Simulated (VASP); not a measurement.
```
CELL_PARAMETERS angstrom
      0.00000     2.31123     2.31123
      2.31123     0.00000     2.31123
      2.31123     2.31123     0.00000
ATOMIC_POSITIONS crystal
  Hf 0.00000 0.00000 0.00000
  C  0.50000 0.50000 0.50000
```

Computed with LDA (Ceperley-Alder, Perdew-Zunger), VASP's LDA PAW potentials (set 64) (plane waves; VASP 6.6.1). Numerical set-up: 520 eV cut-off, 14×14×14 Γ-centred mesh, first-order Methfessel-Paxton smearing of 0.10 eV, potentials Hf_pv C.

Task: Give the stress tensor in GPa (positive for a compressed cell).

Result: 
```
-7.57   0.00   0.00
 0.00  -7.57   0.00
 0.00   0.00  -7.57
```
The pressure is its mean diagonal, -7.57 GPa.

The compound is HfC in the rock salt structure. This cell is one point of a volume scan, at 1.03 of the reference volume.
